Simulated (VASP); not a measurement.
Data:

```xyz
2
Lattice="4.3908 0.0000 0.0000 0.0000 4.3908 0.0000 0.0000 0.0000 4.3908" Properties=species:S:1:pos:R:3 pbc="T T T"
Cs     0.0000     0.0000     0.0000
Br     2.1954     2.1954     2.1954
```

Method: HSE06 screened hybrid, VASP's PBE PAW potentials (set 64) (plane waves; VASP 6.6.1). Settings: 520 eV cut-off, 4×4×4 Γ-centred mesh, Gaussian smearing of 0.050 eV, potentials Cs_sv Br.

Unless said otherwise, spin-orbit coupling is left out, though it shifts the bands of the heavy elements here.

Problem. Estimate the energy per atom (σ→0), band gap (over the mesh, the named points and PBE's band edges) with the smallest direct gap where there is one.

Solution. 
```
Property                                                                             Value
--------------------------------------------------------------------------  --------------
band gap (over the mesh, the named points and PBE's band edges)                    5.42 eV
smallest direct gap (over the mesh, the named points and PBE's band edges)         5.44 eV
energy per atom (σ→0)                                                       -3.507 eV/atom
```

The absolute energy has meaning only against runs of the same code, potentials and settings.

The compound is CsBr in the CsCl type structure. It was relaxed first, which changed the volume by +7 %.
